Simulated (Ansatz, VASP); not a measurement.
# Ca2Si: VASP beside Ansatz, part 3 of 3

One calculation is typed for both programs; each brings its own data sets. How far apart do they land? The cell is taken from a series of runs on this material, whose earlier steps may have relaxed, scaled, displaced or heated it; both programs get it as it stands.

VASP 6.6.1 and Ansatz 0.2.0.

So far: The starting structure; Ansatz: zone-centre phonons, LDA; VASP: zone-centre phonons, LDA.

## 3. VASP: zone-centre phonons, LDA (continued)

Level of this step: LDA; plane waves and PAW (Ca_sv, Si) (VASP).

OUTCAR, selected parts (step 3):

```text
ion  position               nearest neighbor table
   1  0.250  0.250  0.250-   3 3.03   3 3.03   3 3.03   3 3.03
   2  0.750  0.750  0.750-   3 3.03   3 3.03   3 3.03   3 3.03
   3  0.000  0.000  0.000-   2 3.03   2 3.03   2 3.03   1 3.03   1 3.03   1 3.03   2 3.03   1 3.03

  LATTYP: Found a face centered cubic cell.
 ALAT       =     7.0005739356

 Subroutine GETGRP returns: Found 48 space group operations
 (whereof 48 operations were pure point group operations)

The static configuration has the point symmetry O_h .

 Found     29 irreducible k-points:

   k-points           NKPTS =     29   k-points in BZ     NKDIM =     29   number of bands    NBANDS=     18

   dimension x,y,z NGX =    36 NGY =   36 NGZ =   36
   dimension x,y,z NGXF=    72 NGYF=   72 NGZF=   72

   ENCUT  =  500.0 eV  36.75 Ry    6.06 a.u.   9.03  9.03  9.03*2*pi/ulx,y,z

   NELECT =      24.0000    total number of electrons

 k-points in reciprocal lattice and weights: Automatic mesh
   0.00000000  0.00000000  0.00000000       0.002
   0.12500000  0.00000000  0.00000000       0.016
   0.25000000  0.00000000  0.00000000       0.016
   0.37500000  0.00000000  0.00000000       0.016
   0.50000000  0.00000000  0.00000000       0.008
   0.12500000  0.12500000  0.00000000       0.012
   0.25000000  0.12500000  0.00000000       0.047
   0.37500000  0.12500000  0.00000000       0.047
   0.50000000  0.12500000  0.00000000       0.047
[...]
-0.37500000  0.50000000  0.12500000       0.023
  -0.25000000  0.50000000  0.25000000       0.012

 average (electrostatic) potential at core
       1 -46.4135       2 -46.4135       3 -86.4950

  Total        0.0774308      0.0774308      0.0774308      0.0000000      0.0000000      0.0000000
  in kB        1.4463835      1.4463835      1.4463835      0.0000000      0.0000000      0.0000000
  external PRESSURE =       1.4463835 kB  Pullay stress =       0.0000000 kB

  energy-cutoff  :      500.00
  volume of cell :       85.77
      direct lattice vectors                 reciprocal lattice vectors
    -3.500286968  0.000000000  3.500286968    -0.142845431 -0.142845431  0.142845431
     0.000000000  3.500286968  3.500286968     0.142845431  0.142845431  0.142845431
    -3.500286968  3.500286968  0.000000000    -0.142845431  0.142845431 -0.142845431

 POSITION                                       TOTAL-FORCE (eV/Angst)
 -----------------------------------------------------------------------------------
     -1.75014      1.75014      1.75014        -0.000000      0.000000      0.000000
     -5.25043      5.25043      5.25043        -0.000000     -0.000000     -0.000000
      0.00000      0.00000      0.00000         0.000000     -0.000000     -0.000000
 -----------------------------------------------------------------------------------
    total drift:                               -0.000000      0.000000      0.000000

 MACROSCOPIC STATIC DIELECTRIC TENSOR (including local field effects in DFT)
 ------------------------------------------------------
          15.434534     0.000000     0.000000
          -0.000000    15.434534    -0.000000
          -0.000000     0.000000    15.434534
 ------------------------------------------------------

 PIEZOELECTRIC TENSOR (including local field effects)  for field in x, y, z        (C/m^2)
          XX          YY          ZZ          XY          YZ          ZX
  --------------------------------------------------------------------------------
  x     0.00000     0.00000     0.00000     0.00000     0.00000     0.00000
  y     0.00000     0.00000     0.00000     0.00000     0.00000     0.00000
  z     0.00000     0.00000     0.00000     0.00000     0.00000     0.00000

 BORN EFFECTIVE CHARGES (including local field effects) (in |e|, cummulative output)
 ---------------------------------------------------------------------------------
 ion    1
    1     1.98253     0.00000     0.00000
    2    -0.00000     1.98253    -0.00000
    3    -0.00000     0.00000     1.98253
 ion    2
    1     1.98253     0.00000     0.00000
    2    -0.00000     1.98253    -0.00000
    3    -0.00000     0.00000     1.98253
 ion    3
    1    -3.96507     0.00000    -0.00000
    2     0.00000    -3.96507     0.00000
    3     0.00000    -0.00000    -3.96507

 Eigenvectors and eigenvalues of the dynamical matrix
 ----------------------------------------------------

   1 f  =    6.894669 THz    43.320484 2PiTHz  229.981406 cm-1    28.514047 meV
             X         Y         Z           dx          dy          dz
     -1.750143  1.750143  1.750143    -0.354254    0.064866   -0.000000
     -5.250430  5.250430  5.250430    -0.354254    0.064866    0.000000
      0.000000  0.000000  0.000000     0.846504   -0.155000    0.000000

   2 f  =    6.894669 THz    43.320484 2PiTHz  229.981406 cm-1    28.514047 meV
             X         Y         Z           dx          dy          dz
     -1.750143  1.750143  1.750143     0.000000    0.000000    0.360143
     -5.250430  5.250430  5.250430     0.000000    0.000000    0.360143
      0.000000  0.000000  0.000000     0.000000   -0.000000   -0.860577

   3 f  =    6.894669 THz    43.320484 2PiTHz  229.981406 cm-1    28.514047 meV
             X         Y         Z           dx          dy          dz
     -1.750143  1.750143  1.750143     0.064866    0.354254    0.000000
     -5.250430  5.250430  5.250430     0.064866    0.354254   -0.000000
      0.000000  0.000000  0.000000    -0.155000   -0.846504    0.000000

   4 f  =    5.887897 THz    36.994750 2PiTHz  196.399115 cm-1    24.350376 meV
             X         Y         Z           dx          dy          dz
     -1.750143  1.750143  1.750143    -0.241280    0.565152    0.349840
     -5.250430  5.250430  5.250430     0.241280   -0.565152   -0.349840
      0.000000  0.000000  0.000000     0.000000   -0.000000   -0.000000

   5 f  =    5.887897 THz    36.994750 2PiTHz  196.399115 cm-1    24.350376 meV
             X         Y         Z           dx          dy          dz
     -1.750143  1.750143  1.750143    -0.477442    0.111564   -0.509512
     -5.250430  5.250430  5.250430     0.477442   -0.111564    0.509512
      0.000000  0.000000  0.000000     0.000000    0.000000    0.000000

   6 f  =    5.887897 THz    36.994750 2PiTHz  196.399115 cm-1    24.350376 meV
             X         Y         Z           dx          dy          dz
     -1.750143  1.750143  1.750143     0.462421    0.410070   -0.343525
     -5.250430  5.250430  5.250430    -0.462421   -0.410070    0.343525
      0.000000  0.000000  0.000000     0.000000    0.000000    0.000000

   7 f/i=    0.000478 THz     0.003000 2PiTHz    0.015928 cm-1     0.001975 meV
             X         Y         Z           dx          dy          dz
     -1.750143  1.750143  1.750143    -0.115852   -0.597390   -0.000000
     -5.250430  5.250430  5.250430    -0.115852   -0.597390    0.000000
      0.000000  0.000000  0.000000    -0.096966   -0.500004    0.000000

   8 f/i=    0.000478 THz     0.003000 2PiTHz    0.015928 cm-1     0.001975 meV
             X         Y         Z           dx          dy          dz
     -1.750143  1.750143  1.750143    -0.597390    0.115852   -0.000000
     -5.250430  5.250430  5.250430    -0.597390    0.115852   -0.000000
      0.000000  0.000000  0.000000    -0.500004    0.096966   -0.000000

   9 f/i=    0.000478 THz     0.003000 2PiTHz    0.015928 cm-1     0.001975 meV
             X         Y         Z           dx          dy          dz
     -1.750143  1.750143  1.750143     0.000000    0.000000   -0.608520
     -5.250430  5.250430  5.250430     0.000000    0.000000   -0.608520
      0.000000  0.000000  0.000000     0.000000   -0.000000   -0.509320

 MACROSCOPIC STATIC DIELECTRIC TENSOR IONIC CONTRIBUTION
 ------------------------------------------------------
           8.199600    -0.000000     0.000000
          -0.000000     8.199600    -0.000000
           0.000000    -0.000000     8.199600
 ------------------------------------------------------

 ELASTIC MODULI CONTR FROM IONIC RELAXATION (kBar)
 Direction    XX          YY          ZZ          XY          YZ          ZX
 --------------------------------------------------------------------------------
 XX          -0.0000      0.0000      0.0000      0.0000      0.0000      0.0000
 YY           0.0000     -0.0000     -0.0000      0.0000     -0.0000      0.0000
 ZZ           0.0000     -0.0000     -0.0000      0.0000     -0.0000      0.0000
 XY           0.0000      0.0000      0.0000    -32.3100     -0.0000     -0.0000
 YZ           0.0000     -0.0000     -0.0000     -0.0000    -32.3100      0.0000
 ZX           0.0000      0.0000      0.0000     -0.0000      0.0000    -32.3100
 --------------------------------------------------------------------------------

 PIEZOELECTRIC TENSOR IONIC CONTR  for field in x, y, z        (C/m^2)
          XX          YY          ZZ          XY          YZ          ZX
  --------------------------------------------------------------------------------
  x    -0.00000    -0.00000    -0.00000     0.00000    -0.00000     0.00000
  y     0.00000     0.00000    -0.00000    -0.00000    -0.00000    -0.00000
  z    -0.00000     0.00000    -0.00000     0.00000    -0.00000     0.00000
```

## 4. Comparison

Known differences besides the potentials themselves: the two LDA forms differ slightly; fixed occupations in Ansatz, narrow Gaussian smearing in VASP; VASP's response is taken on the typed mesh, Ansatz refines its own for the field response alone; the cutoff is 979.61 eV in Ansatz and 500 eV in VASP; VASP's log shows a relativistic correction to its local exchange, Ansatz's none. Total energies have different zeros and are not compared.

Compared:

```
                                     quantity  Ansatz   VASP  difference
                                        ε∞ xx   13.71  15.43    -11.18 %
                                        ε∞ yy   13.71  15.43    -11.18 %
                                        ε∞ zz   13.71  15.43    -11.18 %
Born charge of Ca1 (mean of the diagonal) (e)    1.93   1.98       -0.05
Born charge of Si3 (mean of the diagonal) (e)   -3.86  -3.97       +0.11
                   optical mode 1 to 3 (cm⁻¹)   195.3  196.4     -0.57 %
                   optical mode 4 to 6 (cm⁻¹)   228.2  230.0     -0.79 %
```

Modes are paired by rising frequency, not by their patterns, so a pair may set unlike modes beside each other; they are those without the splitting of longitudinal modes.

## 5. What came out

```yaml
difference_in_eps_infinity_xx_zone_centre_phonons_lda: -11 %
```

In words: The difference in ε∞ xx is -11 % (zone-centre phonons, LDA), beyond the 5 % picked in this series as the mark of a large difference. What causes the difference of the zone-centre phonons, LDA pair stays open here. How closely two codes agree says nothing of how well the functional describes the real material.

[Lines on the potential files, build, host, timing and source positions are cut from VASP's logs without a mark.]

[Logs are printed without paths, hosts, clocks, repeated set-up lines and the standing remarks that a program may print on its own settings, such as how far it seeks lower states.]

[Hosts, paths, dates, database ids (printed as entryN), source tags and the programs' standing remarks are cut or masked in the printed files.]
